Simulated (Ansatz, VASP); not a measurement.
# TiTe2 in two plane-wave programs

Aim: how closely do two programs agree when they are given the same cell, functional and k mesh? The structure shown is the start of the Ansatz relaxation below; VASP solves that cell, so the two are compared at the walk's first step.

Program: Ansatz 0.2.0. Level of theory: plane waves, with VASP 6.6.1 beside it; single point at LDA. Results are calculated unless marked as measured.

### 1. Starting point

The cell holds 3 atoms: 2 Te and 1 Ti. Its edges and angles: a = 3.822 Å, b = 3.822 Å, c = 30.425 Å, α = 90.0°, β = 90.0°, γ = 120.0°. Vacuum lies along c. The height across the vacuum is the one that the program set for its solve, not the one typed.

### 2. Ansatz: relaxation, LDA

Ansatz runs on its default PAW (the set named soft_2) files.

The two programs are compared at the cell with which this relaxation starts, whose forces are those of its first step.

input.yaml

```yaml
crystal:
  lattice:
    - [3.8224160001, 0.0, 0.0]
    - [-1.911208, 3.3103093599, 0.0]
    - [0.0, 0.0, 19.0644416]
  atoms:
    - { symbol: Te, position: [0.0, 0.0, 0.58688063] }
    - { symbol: Te, position: [0.6666666667, 0.3333333333, 0.41311937] }
    - { symbol: Ti, position: [0.3333333333, 0.6666666667, 0.5] }
  periodic: [true, true, false]
kpoints:
  mp_grid: { grid: [7, 7, 1] }
scf:
  occupations: { method: fermi_dirac, width: 0.05 }
hamiltonian:
  xc: lda
output:
  forces: true
  stress: true
relax:
  f_tol: 0.02
  max_steps: 50
  cell: {}
```

Run with:

```
ansatz run input.yaml --threads 2 --pin off --max-ram 5120MiB --backend cpu --events-out ev --progress --plain --runs-dir out
```

Numbers of over 12 decimals in the logs are rounded to 6 here.

The log of the run:

```text
Warning: crystal.periodic: the lattice vector that does not repeat stood 0.000° off the slab's normal, 19.064 Å along it as the deck builds it. The run solves the slab on a vector along the normal, 30.425 Å long, with every atom where it was (on the deck's vector they left 15.75 Å outside them, and the widest stretch free of ions among them is 1.66 Å). A fractional position that the run reports is one of the run's ce [...]
crystal.periodic: the lattice vector that does not repeat stood 0.000° off the slab's normal, 19.064 Å along it as the deck builds it. The run solves the slab on a vector along the normal, 30.425 Å long, with every atom where it was (on the deck's vector they left 15.75 Å outside them, and the widest stretch free of ions among them is 1.66 Å). A fractional position that the run reports is one of the run's cell, which [...]
Engine: ansatz 0.2.0, aarch64-unknown-linux-gnu
Pseudopotentials: kind: paw
Pseudopotential: Te, paw, valence charge 16, recommended cutoff 420 eV (normal), Te.paw.azcp
Pseudopotential: Ti, paw, valence charge 12, recommended cutoff 420 eV (normal), Ti.paw.azcp
Functional definition: SPW92
  exchange = slater_x
  correlation = pw_c
Crystal: 3 atoms, lattice volume = 384.983 Å³
Basis set: ecut = 420 eV, 7517 PW (Γ)
Bands: 27, of which v1, the nominal top of the filled ones, is band 22 counted from 1 (21 counted from 0)
Symmetry: 12 space group operations
Space group: P-3m1 (ITA 164), of the structure as read, at distance tolerance 7.3e-5 Å
k-points: 8 of 49
Non-local potential: Te, projectors of the file, l = 0: 2, l = 1: 2, l = 2: 2, l = 3: 2
Non-local potential: Ti, projectors of the file, l = 0: 3, l = 1: 2, l = 2: 3, l = 3: 1
PAW form: soft (Blöchl's): semilocal exchange-correlation on the pseudo side does not see the compensation charge
PAW frozen core: Te, regenerated for the run's functional, and the local potential with it (the file was generated under x = pbe(κ = 0.804, μ = 0.219515), c = pbe(β = 0.066725))
PAW frozen core: Ti, regenerated for the run's functional, and the local potential with it (the file was generated under x = pbe(κ = 0.804, μ = 0.219515), c = pbe(β = 0.066725))
PAW one-centre angular grid: Te, 590 points (default); XC on 64 Gauss nodes
PAW one-centre angular grid: Ti, 590 points (default); XC on 64 Gauss nodes
Initial density: superposition of atomic densities (neutral atoms: chi_scale 0, normalization atom), corrected by the library's trained network
Initial wavefunctions: pseudopotential atomic-orbital guess
Functional: x = slater, c = lda
SCF iter   1: F=—  HF=-16106.525210 eV  |F-HF|=—  |Δ(HF+E_count)|=         —  Δρ=3.55e-3  dr2=5.46e-2  ethr=1.77e-3  ⟨swp⟩=12.6  Hψ=1388  notcnv=0
[...]
Crystal: 3 atoms, lattice volume = 338.108 Å³
Basis set: ecut = 420 eV, 6467 PW (Γ)
iter 1 solved again at ethr=8.02e-5 eV; its pass at ethr=3.10e-3 eV (dr2=3.53e-2 eV) is discarded
SCF iter   1: F=—  HF=-16106.619637 eV  |F-HF|=—  |Δ(HF+E_count)|=         —  Δρ=2.60e-3  dr2=3.60e-2  ethr=8.02e-5  ⟨swp⟩=3.0  Hψ=1622  notcnv=0
preconditioner: auto → LDOS  [insulator: Δε(μ)=0.197 eV  Ē_g=6.427 eV  σ=0.050 eV  W_gap=0.60  n_scr=18 (ndim 8)  ℏωp=8.1 eV  f_vac=0.743  D(μ)=1.50/eV (n_scr^D=8)  ε∞_Penn≈2.6  β→1.0]
SCF iter   2: F=—  HF=-16106.621568 eV  |F-HF|=—  |Δ(HF+E_count)|=   1.93e-3  Δρ=2.06e-3  dr2=5.96e-2  ethr=8.02e-5  ⟨swp⟩=3.2  Hψ=487  notcnv=0
SCF iter   3: F=—  HF=-16106.613784 eV  |F-HF|=—  |Δ(HF+E_count)|=   7.78e-3  Δρ=4.00e-4  dr2=1.94e-3  ethr=8.02e-5  ⟨swp⟩=3.2  Hψ=478  notcnv=0
SCF iter   4: F=—  HF=-16106.613574 eV  |F-HF|=—  |Δ(HF+E_count)|=   2.10e-4  Δρ=9.01e-5  dr2=2.25e-5  ethr=4.41e-6  ⟨swp⟩=3.2  Hψ=362  notcnv=0
SCF iter   5: F=—  HF=-16106.613619 eV  |F-HF|=—  |Δ(HF+E_count)|=   4.52e-5  Δρ=1.99e-5  dr2=8.49e-7  ethr=5.11e-8  ⟨swp⟩=3.6  Hψ=463  notcnv=0
SCF iter   6: F=-16106.613621 eV  HF=-16106.613621 eV  |F-HF|=1.41e-7  |Δ(HF+E_count)|=   1.83e-6  Δρ=7.06e-6  dr2=1.53e-7  ethr=6.82e-10  ⟨swp⟩=7.6  Hψ=960  notcnv=0
SCF 3 converged in 6 iterations: F = -16106.613621 eV  dr2 = 1.53e-7
relax step   3: F+E_penalty+E_count = -16106.61362120 eV  Δ(F+E_penalty+E_count) = -2.782e-3 eV  max|allowed force component| = 3.448e-1 eV/Å  Δτ_max = 0.1090 Å  P = +0.076 N/m  Ω = 338.108 Å³  energy of the carried Pulay correction = +2.509e-3 eV  fix = [c, alpha, beta]  reactions: c +0.000 N/m  (6 SCF iters, dr2 threshold 3.00e-7 eV, accepted)
[...]
relax step   4: F+E_penalty+E_count = -16106.63145403 eV  Δ(F+E_penalty+E_count) = -1.783e-2 eV  max|allowed force component| = 3.752e-2 eV/Å  Δτ_max = 0.0636 Å  P = -0.104 N/m  Ω = 347.810 Å³  energy of the carried Pulay correction = +1.963e-3 eV  fix = [c, alpha, beta]  reactions: c -0.000 N/m  (6 SCF iters, dr2 threshold 3.00e-7 eV, accepted)
[...]
relax step   5: F+E_penalty+E_count = -16106.63214212 eV  Δ(F+E_penalty+E_count) = -6.881e-4 eV  max|allowed force component| = 1.964e-3 eV/Å  Δτ_max = 0.0088 Å  P = -0.003 N/m  Ω = 345.796 Å³  energy of the carried Pulay correction = +2.075e-3 eV  fix = [c, alpha, beta]  reactions: c -0.000 N/m  (5 SCF iters, dr2 threshold 8.80e-8 eV, accepted)
[...]
relax step   6: F+E_penalty+E_count = -16106.63053751 eV  Δ(F+E_penalty+E_count) = +1.605e-3 eV  max|allowed force component| = 2.103e-3 eV/Å  Δτ_max = 0.0000 Å  P = -0.014 N/m  Ω = 345.796 Å³  fix = [c, alpha, beta]  reactions: c -0.000 N/m  stress off target by 1.41e-2 N/m on what of the cell is left free  SCF on the basis re-selected at this cell (its energy is not comparable with the rows above)  (7 SCF iters)
basis re-selected at this cell: Δ(F+E_penalty+E_count) = +1.605e-3 eV, ΔP = -0.011 N/m vs the last step (what re-selecting the basis moved, of the pressure what is left beyond the Pulay correction that the steps carried, after the strain that the cell walked since its last selection, with what the two solves' SCF thresholds leave and, on support functions, any second-order correction that the steps lacked; it is no measure of the basis error at this ecutwfc). The dense FFT grid was sized anew with the basis: this SCF ran on 25×25×216 points, the steps before it on 27×27×216, so part of this shift can come from that change (see relax.cell in the input reference). [rest of the remark cut]
SCF converged after 7 iterations
Free energy (F): -16106.630538 eV
Harris-Foulkes:  -16106.630538 eV  (|F-HF|=8.00e-11)
Internal energy: -16106.616609 eV  (E = F + TS)
E sigma→0 (E₀):  -16106.623573 eV
Entropy (-TS):   -0.013929 eV (-4.643 meV/atom)
Fermi energy:    -5.072712 eV
--- Per-component energies (eV) ---
  E_band       = -1333.110437
  E_kinetic    = 638.036731
  E_local      = -92583.124233  (includes V_loc(G=0)·N_el)
  E_nonlocal   = -596.869280
  E_hartree    = 46239.611923
  E_xc         = -345.588973
  E_vxc        = -332.967971  (∫ρ·V_xc dr)
  E_paw        = -10019.566894  (= ΣΔE_a)
  E_vpaw       = -937.408827  (= ΣTr[D̂ρ^β])
  E_aug_tail   = -0.000327  (compensation charges beyond the density's cutoff)
  E_ewald      = 40559.201172
  E_core_change = 1.683273  (= ΣΔE_core)
  E_smearing   = -0.013929  (= −TS)
  E_closure    = 0.000000  (closes the sum)
  Σ components = -16106.630538   (vs F -16106.630538, Δ=0.00e0)
--- Forces (eV/Å), atoms counted from 1 ---
  atom   1  Te    -0.00000000     0.00000000     0.00210295
  atom   2  Te     0.00000000    -0.00000000    -0.00210295
  atom   3  Ti     0.00000000     0.00000000     0.00000000
  max |Σ_I F_I| component: 1.16e-18 eV/Å
--- 2D stress c σ (N/m, compression-positive) ---
       -0.014095       0.000000       0.000000
        0.000000      -0.014095      -0.000000
        0.000000      -0.000000      -0.000000
  P = ½ c Tr σ = -0.0141 N/m
--- Relaxed structure (5 steps of the walk, 5 accepted, 1 SCFs on fresh bases) ---
  F+E_penalty+E_count = -16106.63053751 eV   max|allowed force component| = 2.103e-3 eV/Å   (the final SCF, on the basis selected at the relaxed cell)
  cell:  # Å, volume = 345.7960 Å³
    - [3.622656, -2.735888779133689e-11, 0]
    - [-1.811328, 3.137312, 0]
    - [0, 0, 30.425323]
  atoms:
    - { symbol: Te, position: [0, 0, 0.370570] }
    - { symbol: Te, position: [0.666667, 0.333333, 0.256028] }
    - { symbol: Ti, position: [0.333333, 0.666667, 0.313299] }
```

In the SCF lines HF is the Harris–Foulkes energy and dr2 the Hartree energy of the density residual, in eV; the loop may stop once dr2 is under the threshold and the program's other checks hold. Hψ counts applications of the Hamiltonian.

### 3. VASP: single point, LDA, start cell

The same cell, functional (in two slightly different forms), mesh and smearing now go to VASP, with its own data sets.

Lines of VASP's logs that name or quote its potential files are left out, and so is its time.

INCAR

```
SYSTEM = TiTe2
PREC = Accurate
ENCUT = 400
EDIFF = 1E-06
NELM = 120
ISMEAR = -1
SIGMA = 0.05
LREAL = .FALSE.
ALGO = Normal
GGA = CA
NBANDS = 18
LASPH = .TRUE.
LORBIT = 11
LWAVE = .FALSE.
LCHARG = .FALSE.
ISIF = 2
LDIPOL = .TRUE.
IDIPOL = 3
DIPOL = 0.5 0.5 0.313
LVHAR = .TRUE.
GGA_COMPAT = .FALSE.
NELMDL = -8
```

POSCAR

```
TiTe2
1.0
    3.8224160000      0.0000000000      0.0000000000
   -1.9112080000      3.3103090000      0.0000000000
    0.0000000000      0.0000000000     30.4253230000
Te Ti
2 1
Direct
    0.0000000000      0.0000000000      0.3677381174
    0.6666666163      0.3333332326      0.2588597005
    0.3333333837      0.6666667674      0.3132989254
```

KPOINTS

```
Automatic mesh
0
Gamma
7 7 1
0 0 0
```

Potentials, in the order of the species: Te and Ti_sv (LDA family, release 64).

Run with:

```
mpirun -np 1 vasp_std
```

The log of the run:

```text
[banner, memory and clock lines left out]
running    1 mpi-ranks, on    1 nodes
 distrk:  each k-point on    1 cores,    1 groups
 distr:  one band on    1 cores,    1 groups

 POSCAR found type information on POSCAR TeTi
 POSCAR found :  2 types and       3 ions
 LDA part: xc-table for (Slater(with rela. corr.)+CA(PZ))
 , standard interpolation
 POSCAR, INCAR and KPOINTS ok, starting setup
 FFT: planning ... GRIDC
 FFT: planning ... GRID_SOFT
 FFT: planning ... GRID
 WAVECAR not read
 entering main loop
       N       E                     dE             d eps       ncg     rms          rms(c)
DAV:   1     0.136650518776E+03    0.13665E+03   -0.91977E+03   352   0.794E+02
DAV:   2    -0.196400373289E+01   -0.13861E+03   -0.13618E+03   392   0.212E+02
DAV:   3    -0.195014704508E+02   -0.17537E+02   -0.17478E+02   540   0.659E+01
DAV:   4    -0.203768185061E+02   -0.87535E+00   -0.87172E+00   390   0.149E+01
DAV:   5    -0.204578572856E+02   -0.81039E-01   -0.80999E-01   462   0.351E+00
DAV:   6    -0.204583892804E+02   -0.53199E-03   -0.53190E-03   398   0.386E-01
DAV:   7    -0.204584049699E+02   -0.15689E-04   -0.15689E-04   446   0.571E-02
DAV:   8    -0.204584050859E+02   -0.11601E-06   -0.11615E-06   392   0.574E-03    0.119E+01
DAV:   9    -0.205205984891E+02   -0.62193E-01   -0.40305E+01   342   0.403E+01    0.164E+01
DAV:  10    -0.185343295356E+02    0.19863E+01   -0.46801E+01   374   0.390E+01    0.662E+00
DAV:  11    -0.180961094497E+02    0.43822E+00   -0.13913E+00   324   0.812E+00    0.294E+00
DAV:  12    -0.179739342862E+02    0.12218E+00   -0.11538E+00   410   0.689E+00    0.150E+00
DAV:  13    -0.179690305219E+02    0.49038E-02   -0.24485E-01   346   0.393E+00    0.823E-01
DAV:  14    -0.179615830306E+02    0.74475E-02   -0.67588E-02   340   0.190E+00    0.243E-01
[...]
DAV:  20    -0.179618387192E+02   -0.10713E-03   -0.11536E-05   362   0.178E-02    0.247E-02
DAV:  21    -0.179619476211E+02   -0.10890E-03   -0.11982E-05   310   0.174E-02    0.519E-03
DAV:  22    -0.179619637023E+02   -0.16081E-04   -0.74663E-07   284   0.410E-03    0.315E-03
DAV:  23    -0.179619943228E+02   -0.30621E-04   -0.25018E-06   276   0.834E-03    0.398E-03
DAV:  24    -0.179619986070E+02   -0.42842E-05   -0.26756E-07   278   0.227E-03    0.402E-03
DAV:  25    -0.179620008529E+02   -0.22458E-05   -0.35697E-08   192   0.894E-04    0.286E-03
DAV:  26    -0.179620046649E+02   -0.38120E-05   -0.33671E-07   234   0.330E-03    0.554E-04
DAV:  27    -0.179620054476E+02   -0.78275E-06   -0.26265E-08   180   0.957E-04
   1 F= -.17962005E+02 E0= -.17956036E+02  d E =-.119382E-01
```

Parts of OUTCAR (step 3):

```text
ion  position               nearest neighbor table
   1  0.000  0.000  0.368-   3 2.76   3 2.76   3 2.76
   2  0.667  0.333  0.259-   3 2.76   3 2.76   3 2.76
   3  0.333  0.667  0.313-   1 2.76   1 2.76   2 2.76   1 2.76   2 2.76   2 2.76

  LATTYP: Found a hexagonal cell.
 ALAT       =     3.8224160000
 C/A-ratio  =     7.9597100368

 Subroutine GETGRP returns: Found 12 space group operations
 (whereof  6 operations were pure point group operations)

The static configuration has the point symmetry C_3v.
 The point group associated with its full space group is D_3d.

 Found      8 irreducible k-points:

   k-points           NKPTS =      8   k-points in BZ     NKDIM =      8   number of bands    NBANDS=     18

   dimension x,y,z NGX =    28 NGY =   28 NGZ =  200
   dimension x,y,z NGXF=    56 NGYF=   56 NGZF=  400

   ENCUT  =  400.0 eV  29.40 Ry    5.42 a.u.   6.23  6.23 49.62*2*pi/ulx,y,z

   NELECT =      24.0000    total number of electrons

 k-points in reciprocal lattice and weights: Automatic mesh
   0.00000000  0.00000000  0.00000000       0.020
   0.14285714  0.00000000  0.00000000       0.122
   0.28571429  0.00000000  0.00000000       0.122
   0.42857143  0.00000000  0.00000000       0.122
   0.14285714  0.14285714  0.00000000       0.122
   0.28571429  0.14285714  0.00000000       0.245
   0.42857143  0.14285714  0.00000000       0.122
   0.28571429  0.28571429  0.00000000       0.122

 dipolmoment           0.000000      0.000000      0.000013 electrons x Angstroem

 average (electrostatic) potential at core
       1 -97.4211       2 -97.4212       3 -84.2868

 E-fermi :  -2.8276

 k-point     1 :       0.0000    0.0000    0.0000
  band No.  band energies     occupation
    ...
      6     -13.7448      2.00000
      7      -6.8164      2.00000
      8      -4.5029      2.00000
      9      -4.5029      2.00000
     10      -3.8441      2.00000
     11      -2.4624      0.00134
     12      -2.4624      0.00134
     13      -2.1766      0.00000
     14      -1.8053      0.00000
     15      -1.8053      0.00000
    ...

 k-point     2 :       0.1429    0.0000    0.0000
  band No.  band energies     occupation
    ...
      8      -5.1799      2.00000
      9      -4.4637      2.00000
     10      -3.6810      2.00000
     11      -3.4140      1.99998
     12      -2.9823      1.91319
     13      -2.3894      0.00031
     14      -1.5912      0.00000
     15      -1.4900      0.00000
     16      -0.2622      0.00000
     17       0.4134      0.00000
    ...

 k-point     3 :       0.2857    0.0000    0.0000
  band No.  band energies     occupation
    ...
      8      -6.0030      2.00000
      9      -5.4233      2.00000
     10      -4.4645      2.00000
     11      -3.6343      2.00000
     12      -3.4789      2.00000
     13      -2.6606      0.06843
     14      -1.5235      0.00000
     15      -1.4750      0.00000
     16      -0.3663      0.00000
     17       0.2824      0.00000
    ...

  Total       -2.2804810     -2.2804805     -0.3866416      0.0000000      0.0000000     -0.0000000
  in kB       -9.4906370     -9.4906350     -1.6090796      0.0000000      0.0000000     -0.0000000
  external PRESSURE =      -6.8634505 kB  Pullay stress =       0.0000000 kB

  energy-cutoff  :      400.00
  volume of cell :      384.98
      direct lattice vectors                 reciprocal lattice vectors
     3.822416000  0.000000000  0.000000000     0.261614644  0.151043301  0.000000000
    -1.911208000  3.310309000  0.000000000     0.000000000  0.302086603  0.000000000
     0.000000000  0.000000000 30.425323000     0.000000000  0.000000000  0.032867359

 POSITION                                       TOTAL-FORCE (eV/Angst)
 -----------------------------------------------------------------------------------
      0.00000      0.00000     11.18855         0.000000     -0.000000     -0.095114
      1.91121      1.10344      7.87589         0.000000      0.000000      0.095114
      0.00000      2.20687      9.53222        -0.000000     -0.000000      0.000000
 -----------------------------------------------------------------------------------
    total drift:                                0.000000     -0.000525      0.000741

  FREE ENERGIE OF THE ION-ELECTRON SYSTEM (eV)
  ---------------------------------------------------
  free  energy   TOTEN  =       -17.9620054476 eV

  energy  without entropy=      -17.9500672747  energy(sigma->0) =      -17.95603636

 vacuum level on the upper side and lower side of the slab         2.456         2.456

 total charge
# of ion       s       p       d       tot
------------------------------------------
    1        1.385   2.021   0.033   3.439
    2        1.385   2.021   0.033   3.439
    3        2.173   6.129   1.874  10.176
--------------------------------------------------
tot          4.943  10.170   1.941  17.054

[... 3 further parts left out ...]
```

This run has no spin polarisation, so a moment on Ti, if there is one, isn't seen.

### 4. Differences

Known differences besides the potentials themselves: the two LDA forms differ slightly; Ansatz cuts the interaction across the vacuum, VASP repeats the sheet with a dipole correction; the data sets hold 44 valence electrons in Ansatz (on its default PAW (the set named soft_2) files) and 24 in VASP; the cutoff is 420 eV in Ansatz and 400 eV in VASP; VASP's log shows a relativistic correction to its local exchange, Ansatz's none. Total energies have different zeros and are not compared.

Forces (eV/Å; atoms numbered as in POSCAR):

| atom | Ansatz x, y, z | VASP x, y, z |
| --- | --- | --- |
| Te1 | 0.000, 0.000, -0.126 | 0.000, 0.000, -0.095 |
| Te2 | 0.000, 0.000, 0.126 | 0.000, 0.000, 0.095 |
| Ti3 | 0.000, 0.000, 0.000 | 0.000, 0.000, 0.000 |

The forces differ by 14 meV/Å r.m.s., which is 32.2 % of the r.m.s. force of 0.045 eV/Å (both taken over all components). With vacuum in the cell, a pressure given here is an average over mostly empty space and none of the material.

### 5. What the set-up changes

Further runs change the set-up of one program: Ansatz's method, potentials or start, or VASP's data sets, cutoff or form of LDA. The table gives that difference for each run.

| run | r.m.s. force difference (meV/Å) |
| --- | --- |
| as above | 14 |
| VASP with the data sets Te_sv_GW and Ti and a cutoff of 520 eV | 24 |

### 6. Summary of results

```
r.m.s. force difference (single point, LDA, start cell) : 14 meV/Å
```

The r.m.s. force difference is 14 meV/Å (single point, LDA, start cell), beyond the 12 meV/Å picked in this series as the mark of a large difference. The data sets hold unlike numbers of valence electrons (44 in Ansatz and 24 in VASP), so part of the differences comes from the potentials. Single point, LDA, start cell, VASP with the data sets Te_sv_GW and Ti and a cutoff of 520 eV: r.m.s. force difference goes from 14 to 24 meV/Å. 1 further run of this series is not shown here. How closely two codes agree says nothing of how well the functional describes the real material.

[Lines on the potential files, build, host, timing and source positions are cut from VASP's logs without a mark.]

[Logs are printed without paths, hosts, clocks, repeated set-up lines and the standing remarks that a program may print on its own settings, such as how far it seeks lower states.]

[Hosts, paths, dates, database ids (printed as entryN), source tags and the programs' standing remarks are cut or masked in the printed files.]

[Rows of further runs with another cutoff or data set may stand on the cell that Ansatz relaxed, not on the start cell of the pair above them.]
